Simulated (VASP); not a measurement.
```
CELL_PARAMETERS angstrom
      4.56327     0.00000     0.00000
      0.00000     9.12949     0.00000
      0.00000     0.00000     6.41352
ATOMIC_POSITIONS crystal
  Cd 0.00000 0.00000 0.97666
  Cd 0.50000 0.76238 0.50892
  Cd 0.50000 0.23762 0.50892
  Cd 0.00000 0.50000 0.00654
  Te 0.00000 0.75710 0.24966
  Te 0.00000 0.24290 0.24966
  Te 0.50000 0.50000 0.74751
  Se 0.50000 0.00000 0.75216
```

All values below come from r2SCAN meta-GGA, VASP's PBE PAW potentials (set 64) (plane waves; VASP). Settings: 400 eV cut-off, 6×3×4 Γ-centred mesh, tetrahedra with Blöchl corrections, potentials Cd Te Se.

Unless said otherwise, spin-orbit coupling is left out, though it shifts the bands of the heavy elements here.

Problem. Give the energies of bands 28 to 41 at the high-symmetry points, in eV from the valence-band maximum.

Solution. 
| band | Γ | X | S | Y | Z | U | R | T |
|---|---|---|---|---|---|---|---|---|
| 28 | -2.14 | -3.66 | -3.77 | -2.58 | -2.53 | -4.09 | -4.08 | -3.44 |
| 29 | -2.13 | -2.25 | -2.21 | -2.02 | -1.57 | -2.34 | -2.30 | -1.55 |
| 30 | -2.01 | -2.15 | -2.06 | -1.96 | -1.36 | -2.33 | -2.08 | -1.18 |
| 31 | -1.91 | -1.91 | -1.95 | -1.87 | -0.94 | -2.27 | -2.00 | -1.18 |
| 32 | -1.01 | -1.83 | -1.87 | -1.38 | -0.94 | -2.16 | -1.91 | -1.07 |
| 33 | -0.66 | -1.83 | -1.77 | -0.91 | -0.82 | -1.01 | -1.45 | -0.83 |
| 34 | -0.09 | -1.78 | -1.63 | -0.68 | -0.75 | -0.81 | -1.34 | -0.80 |
| 35 | -0.07 | -1.00 | -1.58 | -0.37 | -0.73 | -0.79 | -1.19 | -0.79 |
| 36 | 0.00 | -0.67 | -1.44 | -0.05 | -0.62 | -0.63 | -1.13 | -0.77 |
| 37 | 0.99 | 2.95 | 3.70 | 2.32 | 2.03 | 2.05 | 3.48 | 2.57 |
| 38 | 2.92 | 3.00 | 3.73 | 2.73 | 2.48 | 2.45 | 3.50 | 3.00 |
| 39 | 3.12 | 3.15 | 3.76 | 3.31 | 3.30 | 4.64 | 3.77 | 3.11 |
| 40 | 3.55 | 3.19 | 3.77 | 3.47 | 3.39 | 4.70 | 3.88 | 3.21 |
| 41 | 3.75 | 3.44 | 3.94 | 4.54 | 3.67 | 4.90 | 4.84 | 5.05 |

The gap is direct, 0.99 eV, from the valence maximum at Γ to the conduction minimum at Γ.

The structure comes from a computed database's Cd4Te3Se entry (Pmm2); how it stands against other phases isn't given here. It was relaxed first.
